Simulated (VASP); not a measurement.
These are vdW-DF-cx, VASP's PBE PAW potentials (set 64) (plane waves; VASP 6.6.1) values and carry that method's errors.

A VASP calculation is set up with these files.

**INCAR**
```
! general
SYSTEM  =PbSe
PREC    =Accurate
ENCUT   =520
LREAL   =.False.
LASPH   =.True.

! electronic loop
EDIFF   =1E-7
NELM    =100
ALGO    =Normal
LMAXMIX =4

! smearing
ISMEAR  =0
SIGMA   =0.05

! functional
GGA     =CX
LUSE_VDW=.True.
AGGAC   =0.0

! ions
ISIF    =2

! output
LWAVE   =.False.
LCHARG  =.False.
```

KPOINTS:
```
Automatic mesh
0
Gamma
8 8 8
0 0 0
```

POSCAR:
```
PbSe
1
    0.0000000000     3.0600000000     3.0600000000
    3.0600000000     0.0000000000     3.0600000000
    3.0600000000     3.0600000000     0.0000000000
Pb Se
1 1
Direct
  0.0000000000   0.0000000000   0.0000000000
  0.5000000000   0.5000000000   0.5000000000
```

POTCAR, in this order: Pb_d Se (PBE.64 set). Program: vasp_std.

Output

**OSZICAR**
```
       N       E                     dE             d eps       ncg     rms          rms(c)
DAV:   1     0.161290386626E+03    0.16129E+03   -0.97615E+03   826   0.146E+03
DAV:   2     0.841351764453E+01   -0.15288E+03   -0.14941E+03   860   0.358E+02
DAV:   3    -0.360611878553E+01   -0.12020E+02   -0.11956E+02  1070   0.105E+02
DAV:   4    -0.389197188331E+01   -0.28585E+00   -0.28568E+00   860   0.190E+01
DAV:   5    -0.390288226666E+01   -0.10910E-01   -0.10910E-01  1158   0.364E+00    0.267E+00
DAV:   6    -0.363309026148E+01    0.26979E+00   -0.73479E-01  1212   0.698E+00    0.150E+00
DAV:   7    -0.362937100537E+01    0.37193E-02   -0.11307E-01   898   0.191E+00    0.811E-01
DAV:   8    -0.363223661055E+01   -0.28656E-02   -0.12068E-02   908   0.145E+00    0.142E-01
DAV:   9    -0.363188862365E+01    0.34799E-03   -0.22479E-03  1236   0.550E-01    0.503E-02
DAV:  10    -0.363195872594E+01   -0.70102E-04   -0.18810E-04   866   0.101E-01    0.181E-02
DAV:  11    -0.363196314372E+01   -0.44178E-05   -0.59942E-05  1020   0.913E-02    0.501E-03
DAV:  12    -0.363196337711E+01   -0.23339E-06   -0.36747E-06   986   0.163E-02    0.227E-03
DAV:  13    -0.363196335552E+01    0.21586E-07   -0.35874E-07   926   0.546E-03
   1 F= -.36319634E+01 E0= -.36319631E+01  d E =-.597936E-06
```

### OUTCAR
```
------------------------ aborting loop because EDIFF is reached ----------------------------------------
  FORCE on cell =-STRESS in cart. coord.  units (eV):
  Direction    XX          YY          ZZ          XY          YZ          ZX
  --------------------------------------------------------------------------------------
  Total        0.0218157      0.0218157      0.0218157      0.0000000      0.0000000      0.0000000
  in kB        0.6099369      0.6099369      0.6099369      0.0000000      0.0000000      0.0000000
  external PRESSURE =       0.6099369 kB  Pullay stress =       0.0000000 kB
  volume of cell :       57.31
      direct lattice vectors                 reciprocal lattice vectors
     0.000000000  3.060000000  3.060000000    -0.163398693  0.163398693  0.163398693
     3.060000000  0.000000000  3.060000000     0.163398693 -0.163398693  0.163398693
     3.060000000  3.060000000  0.000000000     0.163398693  0.163398693 -0.163398693
  FREE ENERGIE OF THE ION-ELECTRON SYSTEM (eV)
  ---------------------------------------------------
  free  energy   TOTEN  =        -3.6319633555 eV

  energy  without entropy=       -3.6319627576  energy(sigma->0) =       -3.63196306
```
(Selected blocks of OUTCAR.)

The compound is PbSe in the rock salt structure. The cell was not relaxed at this level.
